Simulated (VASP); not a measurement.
Data:

```xyz
3
Lattice="1.8330 -3.1748 0.0000 1.8330 3.1748 0.0000 0.0000 0.0000 5.9305" Properties=species:S:1:pos:R:3 pbc="T T T"
Zr     0.0000     0.0000     0.0000
S      1.8330     1.0583     1.4668
S      1.8330    -1.0583     4.4636
```

Calculation: PBEsol GGA, VASP's PBE PAW potentials (set 64) (plane waves; VASP). Settings: 520 eV cut-off, 8×8×5 Γ-centred mesh, Gaussian smearing of 0.050 eV, potentials Zr_sv S.

Without a dispersion term in the relaxation, distances and binding between the weakly bound layers, chains or molecules are unreliable, and so is what depends on them.

Task: The ions and cell shape at fixed volume are relaxed. Predict the relaxed structure.

Result: 
```xyz
3
Lattice="1.8184 -3.1496 0.0000 1.8184 3.1496 0.0000 0.0000 0.0000 6.0259" Properties=species:S:1:pos:R:3 pbc="T T T"
Zr     0.0000     0.0000     0.0000
S      1.8184     1.0499     1.4518
S      1.8184    -1.0499     4.5741
```
Space group P-3m1 (164), at a tolerance of 0.03 Å.

Task: How much energy does the relaxation gain?

Result: The energy (σ→0) changes by -5.0 meV/atom, in 5 ionic steps.

| step | E(σ→0) (eV) | max force (eV/Å) | pressure (GPa) | volume (Å³) |
|---|---|---|---|---|
| 1 | -22.5415 | 0.334 | -2.74 | 69.02 |
| 2 | -22.5504 | 0.174 | -1.86 | 69.02 |
| 3 | -22.5544 | 0.024 | -0.77 | 69.02 |
| 4 | -22.5562 | 0.006 | -0.58 | 69.02 |
| 5 | -22.5565 | 0.009 | -0.45 | 69.02 |

The compound is ZrS2 in the 1T layered structure. This cell is one point of a volume scan, at 1.03 of the reference volume. Symmetry was kept, so distortions that lower it aren't found.
